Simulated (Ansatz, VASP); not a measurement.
# Te2Mo in two plane-wave programs, part 2 of 3

Wanted: the spread between two codes on one cell, functional and k mesh.  Valence electrons are named where the data sets of a main pair hold unlike numbers.

VASP 6.6.1 and Ansatz 0.2.0.

So far: The structure; VASP: band structure, LDA.

The database entry behind the starting cell has ideal inner coordinates that were not refined, so it need not match the best structure at ambient conditions.

### 3. Ansatz: band structure, LDA

Level of this step: Ansatz beside VASP: Kohn-Sham DFT, plane waves, LDA (Ansatz).

Ansatz runs on its default PAW (the set named soft_2) files.

The same cell, functional (in two slightly different forms), mesh and smearing now go to Ansatz, which takes its cutoff from its data sets.

Input file input.yaml:

```yaml
crystal:
  lattice:
    - [3.519, 0.0, 0.0]
    - [-1.7595, 3.0475433959, 0.0]
    - [0.0, 0.0, 13.964]
  atoms:
    - { symbol: Te, position: [0.6666666667, 0.3333333333, 0.375] }
    - { symbol: Te, position: [0.3333333333, 0.6666666667, 0.875] }
    - { symbol: Te, position: [0.6666666667, 0.3333333333, 0.125] }
    - { symbol: Te, position: [0.3333333333, 0.6666666667, 0.625] }
    - { symbol: Mo, position: [0.6666666667, 0.3333333333, 0.75], spin: 1.0 }
    - { symbol: Mo, position: [0.3333333333, 0.6666666667, 0.25], spin: -1.0 }
hamiltonian:
  xc: lda
  pseudopotentials: { kind: paw }
magnetization:
  spin_polarized: true
kpoints:
  mp_grid: { grid: [8, 8, 2] }
  band_path:
    path:
      - [0.0, 0.0, 0.0]
      - [0.14286, 0.0, 0.0]
      - [0.28571, 0.0, 0.0]
      - [0.5, 0.0, 0.0]
      - [0.47619, 0.04762, 0.0]
      - [0.40476, 0.19048, 0.0]
      - [0.35714, 0.28571, 0.0]
      - [0.28571, 0.28571, 0.0]
      - [0.19048, 0.19048, 0.0]
      - [0.04762, 0.04762, 0.0]
      - [0.0, 0.0, 0.0]
      - [0.0, 0.0, 0.14286]
      - [0.0, 0.0, 0.35714]
      - [0.0, 0.0, 0.5]
      - [0.14286, 0.0, 0.5]
      - [0.28571, 0.0, 0.5]
      - [0.5, 0.0, 0.5]
      - [0.47619, 0.04762, 0.5]
      - [0.40476, 0.19048, 0.5]
      - [0.35714, 0.28571, 0.5]
      - [0.33333, 0.33333, 0.5]
      - [0.19048, 0.19048, 0.5]
      - [0.09524, 0.09524, 0.5]
      - [0.5, 0.0, 0.5]
      - [0.5, 0.0, 0.35714]
      - [0.5, 0.0, 0.14286]
      - [0.5, 0.0, 0.0]
      - [0.33333, 0.33333, 0.14286]
      - [0.33333, 0.33333, 0.28571]
      - [0.33333, 0.33333, 0.5]
    npoints: 1
scf:
  occupations: { method: gaussian, width: 0.03 }
  n_extra_bands: 12
output:
  forces: true
  stress: true
  eigenvalues: true
  write_density: true
  write_potential: true
  elf: true
  volumetric_format: npy
```

Launch:

```console
$ ansatz run input.yaml --threads 4 --pin off --max-ram 9216MiB --backend cpu --events-out ev --progress --plain --runs-dir out
```

Numbers of over 12 decimals in the logs are rounded to 6 here.

The log of the run:

```text
scf.n_extra_bands = 12 over 46 filled bands (N_el = 92.0): the run solves 58 bands
Engine: ansatz 0.2.0, aarch64-unknown-linux-gnu
Pseudopotentials: kind: paw
Pseudopotential: Te, paw, valence charge 16, recommended cutoff 420 eV (normal), Te.paw.azcp
Pseudopotential: Mo, paw, valence charge 14, recommended cutoff 420 eV (normal), Mo.paw.azcp
Functional definition: SPW92
  exchange = slater_x
  correlation = pw_c
Crystal: 6 atoms, lattice volume = 149.754 Å³
Basis set: ecut = 420 eV, 2909 PW (Γ)
Bands: 58, of which v1, the nominal top of the filled ones, is band 46 counted from 1 (45 counted from 0)
Symmetry: 12 space group operations
Space group: P-6m2 (ITA 187), of the structure as read, at distance tolerance 5.3e-5 Å
Magnetic group: BNS 194.267 (UNI 1497), of the structure as read, at distance tolerance 5.3e-5 Å
k-points: 20 of 128 (time reversal used)
Non-local potential: Te, projectors of the file, l = 0: 2, l = 1: 2, l = 2: 2, l = 3: 2
Non-local potential: Mo, projectors of the file, l = 0: 3, l = 1: 2, l = 2: 2, l = 3: 1
PAW form: soft (Blöchl's): semilocal exchange-correlation on the pseudo side does not see the compensation charge
PAW frozen core: Te, regenerated for the run's functional, and the local potential with it (the file was generated under x = pbe(κ = 0.804, μ = 0.219515), c = pbe(β = 0.066725))
PAW frozen core: Mo, regenerated for the run's functional, and the local potential with it (the file was generated under x = pbe(κ = 0.804, μ = 0.219515), c = pbe(β = 0.066725))
PAW one-centre angular grid: Te, 590 points (default); XC on 64 Gauss nodes
PAW one-centre angular grid: Mo, 590 points (default); XC on 64 Gauss nodes
Initial density: superposition of atomic densities (chi_scale 0.1, normalization cell)
Starting moments: Σ|m| = 2 μB on 2 of 6 sites
Starting magnetic order: antiferromagnet; an inversion exchanges its spin sublattices: spin-degenerate at every k-point
Initial wavefunctions: pseudopotential atomic-orbital guess
Functional: x = slater, c = lda
SCF iter   1: F=—  HF=-36998.287833 eV  |F-HF|=—  |Δ(HF+E_count)|=         —  Δρ=2.84e-2 (↑2.84e-2 ↓2.84e-2)  dr2=3.93e0  dr2_m=3.97e-1  M=0.000 μB ∫|m|=0.135 μB  β_m=0.30  ethr=3.10e-3  ⟨swp⟩=7.3  Hψ=9129  notcnv=0  defer=2
Mixer restart at iter 1: flushing history
preconditioner: auto → Resta (q_TF=auto, 2.516 Å⁻¹)  ε∞=5.5  [insulator: Δε(μ)=0.785 eV  Ē_g=8.542 eV  σ=0.030 eV  W_gap=1.00  n_scr=52 (ndim 8)  ℏωp=18.2 eV  f_vac=0.013  D(μ)=0.00/eV (n_scr^D=0)  ε∞_Penn≈5.5]
spin=Collinear: Resta preconditioning applied to the charge; magnetization (m = ρ↑ − ρ↓) channel mixes plain (no charge-response kernel on spin).
SCF iter   2: F=—  HF=-36997.021326 eV  |F-HF|=—  |Δ(HF+E_count)|=    1.27e0  Δρ=1.90e-2 (↑1.90e-2 ↓1.90e-2)  dr2=1.66e0  dr2_m=1.99e-1  M=0.000 μB ∫|m|=0.103 μB  β_m=0.56  ethr=3.10e-3  ⟨swp⟩=2.0  Hψ=3078  notcnv=0  defer=184
SCF iter   3: F=—  HF=-36996.193957 eV  |F-HF|=—  |Δ(HF+E_count)|=   8.27e-1  Δρ=3.79e-3 (↑3.79e-3 ↓3.79e-3)  dr2=1.25e-1  dr2_m=5.77e-3  M=0.000 μB ∫|m|=0.034 μB  β_m=0.77  ethr=1.81e-3  ⟨swp⟩=2.5  Hψ=3296  notcnv=0  defer=202
SCF iter   4: F=—  HF=-36996.181200 eV  |F-HF|=—  |Δ(HF+E_count)|=   1.28e-2  Δρ=7.80e-4 (↑7.80e-4 ↓7.80e-4)  dr2=5.09e-3  dr2_m=7.91e-6  M=0.000 μB ∫|m|=0.004 μB  β_m=0.88  ethr=1.36e-4  ⟨swp⟩=2.9  Hψ=3369  notcnv=0  defer=202
SCF iter   5: F=—  HF=-36996.181717 eV  |F-HF|=—  |Δ(HF+E_count)|=   5.16e-4  Δρ=2.14e-4 (↑2.14e-4 ↓2.14e-4)  dr2=4.24e-4  dr2_m=2.95e-6  M=0.000 μB ∫|m|=0.000 μB  β_m=0.94  ethr=5.53e-6  ⟨swp⟩=2.0  Hψ=3510  notcnv=0  defer=202
SCF iter   6: F=—  HF=-36996.181669 eV  |F-HF|=—  |Δ(HF+E_count)|=   4.77e-5  Δρ=6.94e-5 (↑6.93e-5 ↓6.94e-5)  dr2=6.72e-5  dr2_m=9.67e-9  M=0.000 μB ∫|m|=0.000 μB  β_m=0.95  ethr=4.61e-7  ⟨swp⟩=3.0  Hψ=3919  notcnv=0  defer=202
SCF iter   7: F=—  HF=-36996.181690 eV  |F-HF|=—  |Δ(HF+E_count)|=   2.06e-5  Δρ=2.20e-5 (↑2.20e-5 ↓2.20e-5)  dr2=5.93e-6  dr2_m=3.58e-9  M=0.000 μB ∫|m|=0.000 μB  β_m=0.98  ethr=7.30e-8  ⟨swp⟩=3.0  Hψ=4102  notcnv=0  defer=202
SCF iter   8: F=—  HF=-36996.181691 eV  |F-HF|=—  |Δ(HF+E_count)|=   1.69e-6  Δρ=7.31e-6 (↑7.31e-6 ↓7.22e-6)  dr2=5.44e-7  dr2_m=1.06e-9  M=0.000 μB ∫|m|=0.000 μB  β_m=0.99  ethr=6.44e-9  ⟨swp⟩=2.3  Hψ=3190  notcnv=0  defer=202
SCF iter   9: F=—  HF=-36996.181691 eV  |F-HF|=—  |Δ(HF+E_count)|=   5.83e-8  Δρ=3.08e-6 (↑3.08e-6 ↓3.07e-6)  dr2=1.78e-7  dr2_m=4.36e-12  M=0.000 μB ∫|m|=0.000 μB  β_m=0.99  ethr=5.91e-10  ⟨swp⟩=2.9  Hψ=4095  notcnv=0  defer=202
SCF iter  10: F=—  HF=-36996.181691 eV  |F-HF|=—  |Δ(HF+E_count)|=   1.09e-8  Δρ=7.95e-7 (↑7.17e-7 ↓7.95e-7)  dr2=5.04e-9  dr2_m=2.28e-11  M=0.000 μB ∫|m|=0.000 μB  β_m=0.86  ethr=1.94e-10  ⟨swp⟩=2.0  Hψ=2718  notcnv=0  defer=202
SCF iter  11: F=-36996.181691 eV  HF=-36996.181691 eV  |F-HF|=1.18e-8  |Δ(HF+E_count)|=   1.19e-9  Δρ=8.23e-7 (↑8.23e-7 ↓8.21e-7)  dr2=1.26e-8  dr2_m=5.01e-13  M=0.000 μB ∫|m|=0.000 μB  ethr=5.48e-12  ⟨swp⟩=13.7  Hψ=15477  notcnv=0
SCF 1 converged in 11 iterations: F = -36996.181691 eV  dr2 = 1.26e-8
  greatest PAW one-centre occupation: 0.999 electrons in one spin orbital (limit 2), on the Te atom at site 2 (counted from 0), in its partial waves of l = 2
WARN: the starting moments were not kept: the SCF closed with an absolute magnetisation of 1.0e-6 μB, where they sum to 2 μB in size (2 sites). That is at most 0.1 of that sum. Measured as dr2_m measures the in/out step, that magnetisation stands 5.9e-14 eV from none, at or under the dr2_threshold of 1.0e-7 eV: it is no larger than a step whose dr2_m would equal this threshold. The system may hold no moment; this SCF [...]
NSCF: frozen V_eff on 30 k-points
SCF converged after 11 iterations
Magnetization: 0.0000 μB (46.0000 up, 46.0000 down)
Absolute magnetization: 0.0000 μB (∫|ρ↑−ρ↓|, with the PAW one-centre terms)
Spin contamination: 0.0000 ħ² per cell (⟨S²⟩ above its minimum at these occupations)
Per-site moments (μB) at R_I (Å): [(6.84356555920577e-8, 1.104896), (-6.579244045360787e-8, 1.104896), (6.843565537277658e-8, 1.104896), (-6.579244021369574e-8, 1.104896), (2.390719259944118e-7, 1.104896), (-2.4975424218004025e-7, 1.104896)]
Free energy (F): -36996.181691 eV
Harris-Foulkes:  -36996.181691 eV  (|F-HF|=1.18e-8)
Internal energy: -36996.181691 eV  (E = F + TS)
E sigma→0 (E₀):  -36996.181691 eV
Fermi energy:    12.635252 eV
--- Per-component energies (eV) ---
  E_band       = -1170.007874
  E_kinetic    = 1619.373776
  E_local      = -7779.799465  (includes V_loc(G=0)·N_el)
  E_nonlocal   = -919.871047
  E_hartree    = 4310.301351
  E_xc         = -863.973762
  E_vxc        = -881.690257  (∫ρ·V_xc dr)
  E_paw        = -24221.625623  (= ΣΔE_a)
  E_vpaw       = -1828.617505  (= ΣTr[D̂ρ^β])
  E_aug_tail   = -0.000642  (compensation charges beyond the density's cutoff)
  E_ewald      = -9144.246557
  E_core_change = 3.660277  (= ΣΔE_core)
  E_smearing   = -0.000000  (= −TS)
  E_closure    = 0.000000  (closes the sum)
  Σ components = -36996.181691   (vs F -36996.181691, Δ=0.00e0)
--- Forces (eV/Å), atoms counted from 1 ---
  atom   1  Te     0.00000000     0.00000000     0.54046998
  atom   2  Te     0.00000000    -0.00000000     0.54047143
  atom   3  Te    -0.00000000     0.00000000    -0.54046998
  atom   4  Te     0.00000000    -0.00000000    -0.54047143
  atom   5  Mo     0.00000000     0.00000000     0.00000000
  atom   6  Mo     0.00000000    -0.00000000     0.00000000
  max |Σ_I F_I| component: 1.11e-16 eV/Å
--- Stress (GPa, compression-positive) ---
       -0.810230       0.000000       0.000000
        0.000000      -0.810230       0.000000
        0.000000       0.000000       2.990456
  P = ⅓ Tr σ = 0.4567 GPa (4.567 kbar)
--- Band table (eV; the first three rows and the last of 40) ---
  k-point 0 ↑: bands = [... 42 lower, 10.9740, 11.1907, 11.8750, 12.2388, 15.0925, 15.0925, 15.1930, 15.1930, ... 8 higher]
  k-point 1 ↑: bands = [... 42 lower, 10.9597, 10.9597, 12.1475, 12.1475, 15.1273, 15.1273, 15.1273, 15.1273, ... 8 higher]
  k-point 2 ↑: bands = [... 42 lower, 10.9724, 11.2217, 11.9806, 12.0936, 14.4882, 14.5009, 14.5412, 14.6599, ... 8 higher]
  k-point 19 ↓: bands = [... 42 lower, 10.3065, 10.3065, 11.7847, 11.7847, 13.1159, 13.1159, 14.0266, 14.0266, ... 8 higher]
```

Elapsed: 45 s, on 4 threads of Arm Neoverse V1, shared host; peak memory 0.71 GiB; 2.9 min of CPU time.

### 4. Comparison

Known differences besides the potentials themselves: the two LDA forms differ slightly; the data sets hold 92 valence electrons in Ansatz (on its default PAW (the set named soft_2) files) and 52 in VASP; the cutoff is 420 eV in Ansatz and 350 eV in VASP; VASP's log shows a relativistic correction to its local exchange, Ansatz's none. Total energies have different zeros and are not compared.

Compared:

```csv
quantity,Ansatz,VASP,difference
pressure (GPa),0.46,0.47,-0.02
```

Forces (eV/Å; atoms numbered as in POSCAR):

```csv
atom,"Ansatz x, y, z","VASP x, y, z"
Te1,"0.000, 0.000, 0.540","0.000, 0.000, 0.607"
Te2,"0.000, 0.000, 0.540","0.000, 0.000, 0.607"
Te3,"0.000, 0.000, -0.540","0.000, 0.000, -0.607"
Te4,"0.000, 0.000, -0.540","0.000, 0.000, -0.607"
Mo5,"0.000, 0.000, 0.000","0.000, 0.000, 0.000"
Mo6,"0.000, 0.000, 0.000","0.000, 0.000, 0.000"
```

The forces differ by 31 meV/Å r.m.s., which is 10.9 % of the r.m.s. force of 0.286 eV/Å (both taken over all components). Ansatz's pressure holds a Pulay correction of 0.04 GPa; VASP's holds none.

### 5. Other set-ups

Further runs change the set-up of one program: Ansatz's method, potentials or start, or VASP's data sets, cutoff or form of LDA. The table gives Ansatz less VASP for each quantity, since a change that brings one quantity closer may part another.

```csv
run,r.m.s. force difference (meV/Å),pressure (GPa)
as above,31,-0.016
cores kept as stored,28,0.026
Ansatz's larger PAW set (cutoff 640 eV),29,0.010
norm-conserving potentials (cutoff 1120 eV),30,-0.028
```

### 6. Ansatz: band structure, r2SCAN

With cell and atoms fixed, the geometry can't cause a difference; cores, projectors, grids and the points listed under the comparison can.

The cell is taken from a series of VASP runs on this material, whose earlier steps may have relaxed, scaled or displaced it; both programs get it as it stands.

input.yaml, as its differences from that of step 3:

```diff
@@ -13,3 +13,3 @@
 hamiltonian:
-  xc: lda
+  xc: r2scan
   pseudopotentials: { kind: paw }
@@ -59,5 +59 @@
   eigenvalues: true
-  write_density: true
-  write_potential: true
-  elf: true
-  volumetric_format: npy
```

The log of the run:

```text
[...]
Crystal: 6 atoms, lattice volume = 149.754 Å³
Basis set: ecut = 500 eV, 3795 PW (Γ), exchange–correlation on 108×108×432 points (64 copies of the dense FFT grid, shifted against one another)
Bands: 58, of which v1, the nominal top of the filled ones, is band 46 counted from 1 (45 counted from 0)
Symmetry: 12 space group operations
[...]
k-point 1 ↑: bands = [... 42 lower, 11.0845, 11.0845, 12.3468, 12.3468, 15.4933, 15.4933, 15.4933, 15.4933, ... 8 higher]
  k-point 2 ↑: bands = [... 42 lower, 11.0951, 11.4267, 12.1948, 12.2235, 14.9130, 14.9158, 14.9440, 15.0506, ... 8 higher]
  k-point 19 ↓: bands = [... 42 lower, 10.3722, 10.3722, 12.0264, 12.0264, 13.4525, 13.4525, 14.3942, 14.3942, ... 8 higher]
[key lines of the parts left out:]
SCF converged after 16 iterations
Magnetization: 0.0000 μB (46.0000 up, 46.0000 down)
Free energy (F): -37916.140994 eV
Fermi energy:    12.931164 eV
P = ⅓ Tr σ = 5.8520 GPa (58.520 kbar)
```

It took 96 s on 4 threads; peak memory 1.1 GiB.

(Continued in part 3 of 3.)

[Lines on the potential files, build, host, timing and source positions are cut from VASP's logs without a mark.]

[Logs are printed without paths, hosts, clocks, repeated set-up lines and the standing remarks that a program may print on its own settings, such as how far it seeks lower states.]

[Hosts, paths, dates, database ids (printed as entryN), source tags and the programs' standing remarks are cut or masked in the printed files.]
